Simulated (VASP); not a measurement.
Output of a VASP run:

File OSZICAR:
```
       N       E                     dE             d eps       ncg     rms          rms(c)
DAV:   1     0.736983166543E+03    0.73698E+03   -0.28042E+04  3184   0.314E+03
DAV:   2     0.905108539102E+02   -0.64647E+03   -0.62661E+03  2600   0.739E+02
DAV:   3    -0.337551018123E+02   -0.12427E+03   -0.12103E+03  3216   0.210E+02
DAV:   4    -0.442195421635E+02   -0.10464E+02   -0.10350E+02  3592   0.606E+01
DAV:   5    -0.446951981262E+02   -0.47566E+00   -0.47528E+00  3448   0.108E+01    0.155E+01
DAV:   6    -0.421135894603E+02    0.25816E+01   -0.34949E+01  3536   0.275E+01    0.723E+00
DAV:   7    -0.411045198574E+02    0.10091E+01   -0.10104E+01  3208   0.167E+01    0.386E+00
DAV:   8    -0.409826895263E+02    0.12183E+00   -0.10655E+00  2952   0.581E+00    0.862E-01
DAV:   9    -0.409749048490E+02    0.77847E-02   -0.13568E-01  3040   0.299E+00    0.432E-01
DAV:  10    -0.409752323347E+02   -0.32749E-03   -0.87298E-03  3264   0.583E-01    0.202E-01
DAV:  11    -0.409751976115E+02    0.34723E-04   -0.10748E-03  3320   0.204E-01    0.553E-02
DAV:  12    -0.409751812862E+02    0.16325E-04   -0.16895E-04  3464   0.129E-01    0.172E-02
DAV:  13    -0.409751782513E+02    0.30349E-05   -0.21657E-05  2840   0.268E-02    0.577E-03
DAV:  14    -0.409751778170E+02    0.43428E-06   -0.30251E-06  2256   0.140E-02
   1 F= -.40975178E+02 E0= -.40923317E+02  d E =-.103721E+00
```

OUTCAR:
```
------------------------ aborting loop because EDIFF is reached ----------------------------------------
  FORCE on cell =-STRESS in cart. coord.  units (eV):
  Direction    XX          YY          ZZ          XY          YZ          ZX
  --------------------------------------------------------------------------------------
  Total       -3.9423785     -4.1045888     -3.8428414      0.0000000      0.0000000      0.0000000
  in kB      -66.6140934    -69.3549505    -64.9322220      0.0000000      0.0000000      0.0000000
  external PRESSURE =     -66.9670886 kB  Pullay stress =       0.0000000 kB
  volume of cell :       94.82
      direct lattice vectors                 reciprocal lattice vectors
     0.000000000  4.308985000  4.379605000    -0.199024779  0.116036607  0.114165547
     2.512250000  0.000000000  4.379605000     0.199024779 -0.116036607  0.114165547
     2.512250000  4.308985000  0.000000000     0.199024779  0.116036607 -0.114165547
 POSITION                                       TOTAL-FORCE (eV/Angst)
 -----------------------------------------------------------------------------------
      3.76837      6.46348      6.56941         0.000000     -0.000000     -0.000000
      2.51225      4.30898      4.37960         0.000000     -0.000000      0.000000
      1.25612      0.71210      2.18980         0.000000     -0.062900      0.000000
      1.25612      3.59688      2.18980         0.000000      0.062900      0.000000
      2.51225      1.44239      4.37960         0.000000      0.062900     -0.000000
      2.51225      7.17558      4.37960         0.000000     -0.062900     -0.000000
 -----------------------------------------------------------------------------------
    total drift:                                0.000000      0.000000      0.000000
  FREE ENERGIE OF THE ION-ELECTRON SYSTEM (eV)
  ---------------------------------------------------
  free  energy   TOTEN  =       -40.9751778170 eV

  energy  without entropy=      -40.8714563321  energy(sigma->0) =      -40.92331707
```
(Selected blocks of OUTCAR.)

### POSCAR
```
TiGe2
1
    0.0000000000     4.3089850000     4.3796050000
    2.5122500000     0.0000000000     4.3796050000
    2.5122500000     4.3089850000     0.0000000000
Ti Ge
2 4
Direct
  0.7500000000   0.7500000000   0.7500000000
  0.5000000000   0.5000000000   0.5000000000
  0.0826300000   0.4173700000   0.0826300000
  0.4173700000   0.0826300000   0.4173700000
  0.1673700000   0.8326300000   0.1673700000
  0.8326300000   0.1673700000   0.8326300000
```

### Question
Write an INCAR and KPOINTS that could have produced this output.

### Answer
Several could match; the one computed here: the input of the run itself, LDA (Ceperley-Alder, Perdew-Zunger), plane waves, VASP's LDA PAW potentials (set 64).

### INCAR
```
SYSTEM  =  TiGe2
PREC  =  Accurate; ENCUT  =  300; LREAL  =  .FALSE.
LASPH  =  .TRUE.
EDIFF  =  1E-6; NELM  =  100; ALGO  =  Normal
LMAXMIX  =  4
ISMEAR  =  0; SIGMA  =  0.272
ISIF  =  2
LWAVE  =  .FALSE.; LCHARG  =  .FALSE.
```

KPOINTS:
```
Automatic
0
Gamma
 5 5 5
0 0 0
```

POTCAR, in this order: Ti_sv Ge_d (LDA.64 set). Program: vasp_std.

At this cut-off the stress carries a Pulay error, which pulls relaxed volumes low.

The structure comes from a computed database's TiGe2 entry (Fddd); how it stands against other phases isn't given here. The cell was not relaxed at this level. The k-mesh is coarse (spacing up to 0.32 per Å, 2π included), so the numbers may not be converged in it.
